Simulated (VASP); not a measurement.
```yaml
crystal:
  lattice:
    - [0.00000, 3.22229, 3.22229]
    - [3.22229, 0.00000, 3.22229]
    - [3.22229, 3.22229, 0.00000]
  atoms:
    - { symbol: Ba, position: [0.00000, 0.00000, 0.00000] }
```

These are r2SCAN meta-GGA, VASP's PBE PAW potentials (set 64) (plane waves; VASP 6.6.1) values and carry that method's errors. Run with 400 eV cut-off, 11×11×11 Γ-centred mesh, tetrahedra with Blöchl corrections, potentials Ba_sv.

Q: Give the energies of bands 5 to 8 at the high-symmetry points, in eV from the Fermi level.

A: 
```
band      Γ      X      U      L      W
----  -----  -----  -----  -----  -----
5     -2.90  -0.81  -0.26  -0.90  -0.10
6      1.97  -0.05   0.20   0.83   0.72
7      1.97   1.89   1.25   1.77   0.72
8      1.97   4.62   3.19   1.77   2.36
```

It has no gap at this level: it comes out as a metal or semimetal.

The structure was generated: Ba was put into the fcc type (Fm-3m), which need not be its known phase. It was relaxed first, which changed the volume by +6 %.
